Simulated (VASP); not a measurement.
# SiB2 (R3m) in VASP: density of states with PBE

Aim: the density of states of SiB2 with PBE.

All numbers are computed with VASP 6.6.1; they aren't measurements. Logs are shortened: lines on timing, memory, paths and dates and some standing lists are left out, and cuts for length are marked.

### Step 1. Starting point

The structure is trigonal, space group R3m (No. 160). Conventional cell: a = 6.386 Å, b = 6.386 Å, c = 13.615 Å, α = 90.00°, β = 90.00°, γ = 120.00°. Si (site symmetry 3m) is surrounded by 3 B at 2.07 Å. Si (site symmetry 3m) has 4 B at 1.98 to 2.07 Å as nearest neighbours. Around Si (site symmetry m) lie 4 B at 2.05 to 2.20 Å. Around B (site symmetry m) lie 4 B at 1.71 to 1.85 Å. Around B (site symmetry m) lie 3 B at 1.76 to 1.85 Å and 1 Si at 1.98 Å. B (site symmetry 3m) is surrounded by 4 Si at 2.07 to 2.10 Å. Around B (site symmetry m) lie 5 B at 1.68 to 1.76 Å.

The cell was built by a generator and needn't be a form met in nature.

### Step 2. Density of states, PBE

Input file POSCAR:

```
SiB2
1.0
    3.1929500000      1.8434500000      4.5384400000
   -3.1929500000      1.8434500000      4.5384400000
    0.0000000000     -3.6869010000      4.5384400000
Si B
5 10
Direct
    0.7325760000      0.7325760000      0.7325760000
    0.3414220000      0.3414220000      0.3414220000
    0.7237610000      0.1862260000      0.7237610000
    0.7237610000      0.7237610000      0.1862260000
    0.1862260000      0.7237610000      0.7237610000
    0.8758880000      0.3328910000      0.8758880000
    0.3328910000      0.8758880000      0.8758880000
    0.8758880000      0.8758880000      0.3328910000
    0.1366360000      0.6610290000      0.1366360000
    0.1366360000      0.1366360000      0.6610290000
    0.6610290000      0.1366360000      0.1366360000
    0.4935340000      0.4935340000      0.4935340000
    0.1810760000      0.1810760000      0.9186250000
    0.9186250000      0.1810760000      0.1810760000
    0.1810760000      0.9186250000      0.1810760000
```

Input file INCAR.step1:

```
ALGO = Normal ; EDIFF = 1E-6
ENCUT = 520 ; GGA = PE
ISIF = 2 ; ISMEAR = 0
KPAR = 2 ; LASPH = True
LCHARG = True ; LREAL = False
LWAVE = False ; NELM = 80
PREC = Accurate ; SIGMA = 0.1
```

Input file KPOINTS.step1:

```
k-points
0
Gamma
  6 6 6
```

Input file INCAR.step2:

```
ALGO = Normal ; EDIFF = 1E-6
ENCUT = 520 ; GGA = PE
ICHARG = 11 ; ISIF = 2
ISMEAR = -5 ; KPAR = 2
LASPH = True ; LCHARG = False
LORBIT = 11 ; LREAL = False
LWAVE = False ; NEDOS = 2001
NELM = 80 ; PREC = Accurate
SIGMA = 0.1
```

Input file KPOINTS.step2:

```
k-points
0
Gamma
  9 9 9
```

Potentials or basis: VASP PAW PBE potentials, release 64 (Si, B).

Command:

```sh
> cat potpaw_PBE.64/Si/POTCAR potpaw_PBE.64/B/POTCAR > POTCAR
> cp INCAR.step1 INCAR
> cp KPOINTS.step1 KPOINTS
> mpirun -np 2 vasp_std > vasp.out
> cp INCAR.step2 INCAR
> cp KPOINTS.step2 KPOINTS
> mpirun -np 2 vasp_std > vasp.out
```

OUTCAR:

```text
EDIFF = 1E-6
   ENCUT = 520
   GGA = PE
   ICHARG = 11
   ISIF = 2
   ISMEAR = -5
   LASPH = True
   LORBIT = 11
   LREAL = False
   NELM = 80
   PREC = Accurate

 ion  position               nearest neighbor table
   1  0.733  0.733  0.733-   8 2.07   7 2.07   6 2.07   5 2.61   3 2.61   4 2.61
   2  0.341  0.341  0.341-  10 1.98   9 1.98  11 1.98  12 2.07
   3  0.724  0.186  0.724-   6 2.05  12 2.10  10 2.20  11 2.20   1 2.61   4 2.95   5 2.95
   4  0.724  0.724  0.186-   8 2.05  12 2.10  11 2.20   9 2.20   1 2.61   3 2.95   5 2.95
   5  0.186  0.724  0.724-   7 2.05  12 2.10  10 2.20   9 2.20   1 2.61   4 2.95   3 2.95
   6  0.876  0.333  0.876-  14 1.71  13 1.71  11 1.85  10 1.85   3 2.05   1 2.07
   7  0.333  0.876  0.876-  15 1.71  13 1.71   9 1.85  10 1.85   5 2.05   1 2.07
   8  0.876  0.876  0.333-  14 1.71  15 1.71   9 1.85  11 1.85   4 2.05   1 2.07
   9  0.137  0.661  0.137-  15 1.76   7 1.85   8 1.85   2 1.98   5 2.20   4 2.20
  10  0.137  0.137  0.661-  13 1.76   7 1.85   6 1.85   2 1.98   5 2.20   3 2.20
  11  0.661  0.137  0.137-  14 1.76   6 1.85   8 1.85   2 1.98   3 2.20   4 2.20
  12  0.494  0.494  0.494-   2 2.07   4 2.10   3 2.10   5 2.10
  13  0.181  0.181  0.919-  14 1.68  15 1.68   6 1.71   7 1.71  10 1.76
  14  0.919  0.181  0.181-  13 1.68  15 1.68   8 1.71   6 1.71  11 1.76
  15  0.181  0.919  0.181-  13 1.68  14 1.68   8 1.71   7 1.71   9 1.76

  LATTYP: Found a trigonal (rhomboedric) cell.
 ALAT       =     5.8472793023
 COS(alpha) =     0.4036426814

  Lattice vectors:

 A1 = (   3.1929500000,   1.8434500000,   4.5384400000)
 A2 = (  -3.1929500000,   1.8434500000,   4.5384400000)
 A3 = (   0.0000000000,  -3.6869010000,   4.5384400000)

Analysis of symmetry for initial positions (statically):
=====================================================================
 Subroutine PRICEL returns:
 Original cell was already a primitive cell.

 Routine SETGRP: Setting up the symmetry group for a
 trigonal (rhombohedral) supercell.

 Subroutine GETGRP returns: Found  6 space group operations
 (whereof  6 operations were pure point group operations)
 out of a pool of 12 trial point group operations.

The static configuration has the point symmetry C_3v.

Analysis of symmetry for dynamics (positions and initial velocities):
=====================================================================
 Subroutine PRICEL returns:
 Original cell was already a primitive cell.

 Routine SETGRP: Setting up the symmetry group for a
 trigonal (rhombohedral) supercell.

 Subroutine GETGRP returns: Found  6 space group operations
 (whereof  6 operations were pure point group operations)
 out of a pool of 12 trial point group operations.

The dynamic configuration has the point symmetry C_3v.

 Subroutine INISYM returns: Found  6 space group operations
 (whereof  6 operations are pure point group operations),
 and found     1 'primitive' translations

----------------------------------------------------------------------------------------

                                     Primitive cell

  volume of cell :     160.2808

  direct lattice vectors                    reciprocal lattice vectors
     3.192950000  1.843450000  4.538440000     0.156594998  0.090410175  0.073446683
    -3.192950000  1.843450000  4.538440000    -0.156594998  0.090410175  0.073446683
     0.000000000 -3.686901000  4.538440000     0.000000000 -0.180820349  0.073446663

  length of vectors
     5.847279302  5.847279302  5.847279420     0.195167642  0.195167642  0.195167649

  position of ions in fractional coordinates (direct lattice)
     0.732576000  0.732576000  0.732576000
     0.341422000  0.341422000  0.341422000
     0.723761000  0.186226000  0.723761000
     0.723761000  0.723761000  0.186226000
     0.186226000  0.723761000  0.723761000
     0.875888000  0.332891000  0.875888000
     0.332891000  0.875888000  0.875888000
     0.875888000  0.875888000  0.332891000
     0.136636000  0.661029000  0.136636000
     0.136636000  0.136636000  0.661029000
     0.661029000  0.136636000  0.136636000
     0.493534000  0.493534000  0.493534000
     0.181076000  0.181076000  0.918625000
     0.918625000  0.181076000  0.181076000
     0.181076000  0.918625000  0.181076000

  ion indices of the primitive-cell ions
   primitive index   ion index
                 1           1
                 2           2
                 3           3
                 4           4
                 5           5
                 6           6
                 7           7
                 8           8
                 9           9
                10          10
                11          11
                12          12
                13          13
                14          14
                15          15

----------------------------------------------------------------------------------------

 KPOINTS: k-points

Automatic generation of k-mesh.
 Grid dimensions read from file:
 generate k-points for:    9    9    9

 Generating k-lattice:

  Cartesian coordinates                     Fractional coordinates (reciprocal lattice)
     0.017399444  0.010045575  0.008160743     0.111111111 -0.000000000  0.000000000
    -0.017399444  0.010045575  0.008160743    -0.000000000  0.111111111  0.000000000
     0.000000000 -0.020091150  0.008160740     0.000000000  0.000000000  0.111111111

  Length of vectors
     0.021685294  0.021685294  0.021685294

  Shift w.r.t. Gamma in fractional coordinates (k-lattice)
     0.000000000  0.000000000  0.000000000

 TETIRR: Found    369 inequivalent tetrahedra from     4374

 Subroutine IBZKPT returns following result:
 ===========================================

 Found     85 irreducible k-points:

 Following reciprocal coordinates:
            Coordinates               Weight
  0.000000  0.000000  0.000000      1.000000
  0.111111 -0.000000  0.000000      6.000000
  0.222222  0.000000 -0.000000      6.000000
  0.333333  0.000000  0.000000      6.000000
  0.444444  0.000000 -0.000000      6.000000
  0.111111  0.111111  0.000000      6.000000
[... 16 lines left out ...]
 -0.333333  0.333333  0.000000      6.000000
  0.444444  0.444444 -0.000000      6.000000
 [... further k-points ...]
   k-points           NKPTS =     85   k-points in BZ     NKDIM =     85   number of bands    NBANDS=     33
   number of dos      NEDOS =   2001   number of ions     NIONS =     15
   total plane-waves  NPLWV = 110592
   dimension x,y,z NGX =    48 NGY =   48 NGZ =   48
   dimension x,y,z NGXF=    96 NGYF=   96 NGZF=   96
   ions per type =               5  10
   NGX,Y,Z   is equivalent  to a cutoff of  13.65, 13.65, 13.65 a.u.
   NGXF,Y,Z  is equivalent  to a cutoff of  27.29, 27.29, 27.29 a.u.
 SYSTEM =  unknown system
   PREC   = accura    normal or accurate (medium, high low for compatibility)
   ISTART =      0    job   : 0-new  1-cont  2-samecut
   ICHARG =     11    charge: 1-file 2-atom 10-const
   ISPIN  =      1    spin polarized calculation?
   LNONCOLLINEAR =      F non collinear calculations
   LSORBIT =      F    spin-orbit coupling
   LASPH  =      T    aspherical Exc in radial PAW
   ENCUT  =  520.0 eV  38.22 Ry    6.18 a.u.  10.87 10.87 10.87*2*pi/ulx,y,z
   NELM   =     80;   NELMIN=  2; NELMDL=  0     # of ELM steps
   EDIFF  = 0.1E-05   stopping-criterion for ELM
   LREAL  =      F    real-space projection
   EDIFFG = 0.1E-04   stopping-criterion for IOM
   NSW    =      0    number of steps for IOM
   IBRION =     -1    ionic relax: 0-MD 1-quasi-New 2-CG
   NFREE  =      0    steps in history (QN), initial steepest desc. (CG)
   ISIF   =      2    stress and relaxation
   ISYM   =      2    0-nonsym 1-usesym 2-fastsym
   POTIM  = 0.5000    time-step for ionic-motion
   TEBEG  =    0.0;   TEEND  =   0.0 temperature during run
   PSTRESS=    0.0 pullay stress
   NELECT =      50.0000    total number of electrons
   NUPDOWN=      -1.0000    fix difference up-down
   EMIN   =  10.00;   EMAX   =-10.00  energy-range for DOS
   EFERMI =   0.00;   METHOD = LEGACY
   ISMEAR =    -5;   SIGMA  =   0.10  broadening in eV -4-tet -1-fermi 0-gaus
   EFERMI_NEDOS =   21; number of points for ismear=-14 and -15
   IALGO  =     38    algorithm
   IMIX   =      4    mixing-type and parameters
     AMIX     =   0.40;   BMIX     =  1.00
     AMIX_MAG =   1.60;   BMIX_MAG =  1.00
  volume/ion in A,a.u.               =      10.69        72.11
  Fermi-wavevector in a.u.,A,eV,Ry     =   1.110293  2.098150 16.772597  1.232751
  Thomas-Fermi vector in A             =   2.246843
   LORBIT       =     11    0 simple, 1 ext, 2 COOP (PROOUT), +10 PAW based schemes
   GGA     = PE    functional components
   LHFCALC =     F    Hartree Fock is set to
   AEXX    =    0.0000 exact exchange contribution
   IVDW    =     0    specifies the selected vdW correction
   LEPSILON=     F    determine dielectric tensor
   LRPA    =     F    only Hartree local field effects (RPA)
 non-spin polarized calculation
 Fermi weights with tetrahedron method with Bloechl corrections
  energy-cutoff  :      520.00
  volume of cell :      160.28
 maximum number of plane-waves:      4346
 NGX is ok and might be reduce to    48

 number of electron      50.0000000 magnetization

 Free energy of the ion-electron system (eV)
  ---------------------------------------------------
  ext. energy  EPLUGINS =         0.00000000
  ---------------------------------------------------
  free energy    TOTEN  =       -87.96568025 eV

  energy without entropy =      -87.96568025  energy(sigma->0) =      -87.96568025

 E-fermi :   6.7579     XC(G=0): -10.8569

 val. band max:        6.7542364191   @ k =  -0.4444   0.4444   0.4444
 cond. band min:       6.7346526299   @ k =  -0.4444   0.3333   0.3333
 fundamental gap:     -0.0195837892
 Fermi energy:         6.7578837081

 k-point     1 :       0.0000    0.0000    0.0000
  band No.  band energies     occupation
      1      -8.6171      2.00000
      2      -4.7668      2.00000
      3      -4.6153      2.00000
      4      -4.6153      2.00000
      5      -2.2686      2.00000
      6      -1.8775      2.00000
[... 25 lines left out ...]
     32      10.4179      0.00000
     33      10.9953      0.00000

 k-point     2 :       0.1111   -0.0000    0.0000
  band No.  band energies     occupation
      1      -8.5896      2.00000
      2      -5.0772      2.00000
      3      -4.6189      2.00000
      4      -4.3694      2.00000
      5      -2.4158      2.00000
      6      -2.0995      2.00000
[... 784 lines left out ...]
 k-point    24 :       0.4444    0.4444   -0.0000
  band No.  band energies     occupation
      1      -8.2504      2.00000
      2      -5.6370      2.00000
      3      -5.0558      2.00000
      4      -4.3248      2.00000
      5      -3.8436      2.00000
      6      -2.7497      2.00000
[... 25 lines left out ...]
     32      10.4183      0.00000
     33      10.7671      0.00000

 [... further k-points ...]
[... 5 lines left out ...]
  --------------------------------------------------------------------------------------
  -------------------------------------------------------------------------------------
  Total        0.0656461      0.0656461      0.0117745      0.0000000     -0.0000000      0.0000000
  in kB        0.6562029      0.6562028      0.1176992      0.0000000     -0.0000000      0.0000000
  external PRESSURE =       0.4767016 kB  Pullay stress =       0.0000000 kB

 VOLUME and BASIS-vectors are now :
 -----------------------------------------------------------------------------
  energy-cutoff  :      520.00
  volume of cell :      160.28
      direct lattice vectors                 reciprocal lattice vectors
     3.192950000  1.843450000  4.538440000     0.156594998  0.090410175  0.073446683
    -3.192950000  1.843450000  4.538440000    -0.156594998  0.090410175  0.073446683
     0.000000000 -3.686901000  4.538440000     0.000000000 -0.180820349  0.073446663

 POSITION                                       TOTAL-FORCE (eV/Angst)
 -----------------------------------------------------------------------------------
      0.00000     -0.00000      9.97426         0.000000     -0.000000      0.014989
      0.00000     -0.00000      4.64857         0.000000      0.000000     -0.005637
      1.71632     -0.99092      7.41467        -0.000191      0.000110     -0.000169
      0.00000      1.98184      7.41467         0.000000     -0.000220     -0.000169
     -1.71632     -0.99092      7.41467         0.000191      0.000110     -0.000169
      1.73376     -1.00099      9.46114         0.001739     -0.001004     -0.002764
     -1.73376     -1.00099      9.46114        -0.001739     -0.001004     -0.002764
      0.00000      2.00198      9.46114         0.000000      0.002008     -0.002764
     -1.67436      0.96669      4.24027         0.012088     -0.006979      0.005555
      0.00000     -1.93339      4.24027         0.000000      0.013958      0.005555
      1.67436      0.96669      4.24027        -0.012088     -0.006979      0.005555
      0.00000     -0.00000      6.71962         0.000000      0.000000     -0.004097
      0.00000     -2.71927      5.81273         0.000000      0.034343     -0.004374
      2.35496      1.35963      5.81273        -0.029742     -0.017172     -0.004374
     -2.35496      1.35963      5.81273         0.029742     -0.017172     -0.004374
 -----------------------------------------------------------------------------------
    total drift:                                0.000000     -0.000008     -0.004724

  FREE ENERGIE OF THE ION-ELECTRON SYSTEM (eV)
  ---------------------------------------------------
  free  energy   TOTEN  =       -87.9656802468 eV

  energy  without entropy=      -87.9656802468  energy(sigma->0) =      -87.96568025

 total charge

# of ion       s       p       d       tot
------------------------------------------
    1        0.750   0.909   0.000   1.659
    2        0.749   1.022   0.000   1.771
    3        0.779   0.806   0.000   1.585
    4        0.779   0.806   0.000   1.585
    5        0.779   0.806   0.000   1.585
    6        0.689   1.305   0.000   1.995
    7        0.689   1.305   0.000   1.995
    8        0.689   1.305   0.000   1.995
    9        0.683   1.255   0.000   1.938
   10        0.683   1.255   0.000   1.938
   11        0.683   1.255   0.000   1.938
   12        0.714   1.073   0.000   1.787
   13        0.683   1.341   0.000   2.024
   14        0.683   1.341   0.000   2.024
   15        0.683   1.341   0.000   2.024
--------------------------------------------------
tot         10.717  17.125   0.000  27.842
```

Run time: 4.2 min. Hardware: 2 MPI ranks of Intel Xeon Platinum 8375C at 2.90GHz (Ice Lake), shared host; peak memory 0.49 GiB.

What came out:

| Property | Result |
| --- | --- |
| Valence electrons inside the program's atomic spheres | Si 1.66, 1.77, 1.58; B 2.00, 1.94, 1.79, 2.02 |

Levels at points of the mesh, in eV from the Fermi level:
```csv
k point,band 22,band 23,band 24,band 25,band 26,band 27,band 28,band 29
"(0.00, 0.00, 0.00)",-0.81,-0.42,-0.42,1.42,1.42,1.77,1.77,2.75
```

States per cell in windows of 1 eV (zero at the Fermi level; states under -8 eV left out):
| from (eV) | total | B12_p | B13_p | B14_p | B15_p | B6_p | B7_p |
| --- | --- | --- | --- | --- | --- | --- | --- |
| -8.0 | 3.25 | 0.02 | 0.11 | 0.11 | 0.11 | 0.09 | 0.09 |
| -7.0 | 3.92 | 0.03 | 0.15 | 0.15 | 0.15 | 0.12 | 0.12 |
| -6.0 | 3.86 | 0.08 | 0.14 | 0.14 | 0.14 | 0.13 | 0.13 |
| -5.0 | 4.29 | 0.12 | 0.12 | 0.12 | 0.12 | 0.15 | 0.15 |
| -4.0 | 6.10 | 0.22 | 0.14 | 0.14 | 0.14 | 0.23 | 0.23 |
| -3.0 | 5.25 | 0.22 | 0.13 | 0.13 | 0.13 | 0.18 | 0.18 |
| -2.0 | 3.85 | 0.19 | 0.08 | 0.08 | 0.08 | 0.07 | 0.07 |
| -1.0 | 4.25 | 0.12 | 0.16 | 0.16 | 0.16 | 0.07 | 0.07 |
| 0.0 | 3.36 | 0.15 | 0.13 | 0.13 | 0.13 | 0.06 | 0.06 |
| 1.0 | 2.95 | 0.11 | 0.10 | 0.10 | 0.10 | 0.07 | 0.07 |
| 2.0 | 3.18 | 0.07 | 0.08 | 0.08 | 0.08 | 0.10 | 0.10 |
| 3.0 | 5.31 | 0.16 | 0.12 | 0.12 | 0.12 | 0.10 | 0.10 |
| 4.0 | 1.20 | 0.04 | 0.03 | 0.03 | 0.03 | 0.02 | 0.02 |

Caveat: tetrahedron occupations give inexact forces and stress in metals.
